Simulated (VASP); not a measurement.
Consider the following.

```
CELL_PARAMETERS angstrom
      4.40971     0.00000     0.00000
      0.00000     4.40971     0.00000
      0.00000     0.00000     4.40971
ATOMIC_POSITIONS crystal
  Tl 0.00000 0.00000 0.00000
  Sc 0.00000 0.50000 0.50000
  Sc 0.50000 0.00000 0.50000
  Sc 0.50000 0.50000 0.00000
  B  0.50000 0.50000 0.50000
```

Method: LDA (Ceperley-Alder, Perdew-Zunger), VASP's LDA PAW potentials (set 64) (plane waves; VASP). Settings: 400 eV cut-off, 5×5×5 Γ-centred mesh, Gaussian smearing of 0.10 eV, potentials Tl_d Sc_sv B.

Give the energies of bands 18 to 28 at the high-symmetry points, in eV from the Fermi level.

```json
[
 {"band": "18", "Γ": "-8.21", "X": "-6.63", "M": "-5.98", "R": "-6.03"},
 {"band": "19", "Γ": "-5.95", "X": "-6.21", "M": "-4.98", "R": "-3.77"},
 {"band": "20", "Γ": "0.22", "X": "-2.34", "M": "-3.07", "R": "-2.73"},
 {"band": "21", "Γ": "0.22", "X": "-1.10", "M": "-3.07", "R": "-2.73"},
 {"band": "22", "Γ": "0.22", "X": "-0.23", "M": "-0.90", "R": "-2.73"},
 {"band": "23", "Γ": "0.25", "X": "-0.23", "M": "-0.61", "R": "-0.56"},
 {"band": "24", "Γ": "0.25", "X": "-0.09", "M": "-0.61", "R": "-0.56"},
 {"band": "25", "Γ": "0.36", "X": "-0.09", "M": "-0.31", "R": "-0.56"},
 {"band": "26", "Γ": "0.36", "X": "0.57", "M": "1.94", "R": "2.13"},
 {"band": "27", "Γ": "0.36", "X": "1.41", "M": "1.94", "R": "2.14"},
 {"band": "28", "Γ": "3.41", "X": "2.17", "M": "2.12", "R": "2.19"}
]
```

It has no gap at this level: it comes out as a metal or semimetal.

The structure comes from a measured Sc3TlB entry of the Crystallography Open Database, whose conditions weren't checked. The cell was not relaxed at this level. The electron count is odd and the run is not spin-polarised, which forces a metal.
